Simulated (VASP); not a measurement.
**SnO2: energy against strain**

SnO2 (rutile, P4_2/mnm, 12.615 Å³/atom and stress up to 0.16 GPa in the relaxed cell, c along z) under an equal strain ε along x and y, with z held. PBE in VASP (plane waves, PAW), 600 eV, 8×8×10 Γ-centred mesh, Gaussian smearing 0.05 eV; ions are relaxed, or left where forces stay under 0.02 eV/Å, within the symmetry of each cell. Against the start cell, which lies near the measured one, the relaxed cell differs by 5.6 % in volume and 1.6 % in c; the values below rest on it.

Here s stands for strain and y for E less E0.

| strain (%) | E less E0 (meV/atom) |
|---|---|
| -1.50 | 7.00 |
| -1.00 | 3.16 |
| -0.50 | 0.85 |
| 0.00 | 0.00 |
| 0.50 | 0.52 |
| 1.00 | 2.34 |
| 1.50 | 5.38 |
| 3.00 | ? |

Fit y of the 7 rows that show it with a parabola. Least squares gives y = -0.002 - 0.4879·s + 2.7519·s². Residuals (row less fit): 0.078, -0.078, -0.080, 0.002, 0.078, 0.078, -0.078; standard error 0.096 (degrees of freedom: 4). Twice the quadratic coefficient over the volume, 2 × 2.7519 meV × 10⁴ × 0.1602 / 12.615 Å³, is the elastic constants 2(C11 + C12) = 699 ± 11 GPa (± standard error of the fit, which holds the terms cut off).

What does the fit predict for y at s = 3.00, and how far is the calculated value from it?

y = -0.002 - 0.4879 × 3.0 + 2.7519 × 3.0² = 23.301 meV/atom. The calculation gives 21.07 meV/atom, 2.231 meV/atom below the prediction (10.6 % of the range of y in the table). The row lies outside the fitted rows, so this is an extrapolation. From the scatter of the fitted rows alone, a prediction at this place has a standard error of 0.367 meV/atom, so the miss is 6.1 times that.

A polynomial of degree 3 through the 10 other runs of the series gives 21.06 there, so most of the miss is curvature that the fit leaves out. Rows are the converged runs of the series near zero and its far end, less any whose ions stayed unrelaxed beside relaxed ones; series whose fitted rows scatter by over a few per cent of the range, as at a crossing or softening among them, aren't shown in this form. Most that stay on the fit to the last digits aren't either.
